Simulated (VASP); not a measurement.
Energy against volume of Li₂O (antifluorite). Calculation: LDA (Ceperley-Alder, Perdew-Zunger), VASP's LDA PAW potentials (set 64) (plane waves; VASP). Run with 520 eV cut-off, 10×10×10 Γ-centred mesh, Gaussian smearing of 0.050 eV, potentials Li_sv O.

| V (Å³/atom) | E (eV/atom) |
|---|---|
| 7.113 | -5.23958 |
| 7.340 | -5.24688 |
| 7.567 | -5.24948 |
| 7.794 | -5.24802 |

Task: Fit these four points and predict the energy of the run at 8.021 Å³/atom.

Result: A cubic in V^(−2/3), the third-order Birch-Murnaghan form, passes through the four points with V0 = 7.59 Å³/atom and B0 = 94 GPa, and gives -5.2431 eV/atom there. The run gave -5.2431 eV/atom, -0.0 meV/atom from the fit; all five points give B0 = 94 GPa.

The compound is Li2O in the antifluorite structure. It was relaxed first, which changed the volume by -8 %.
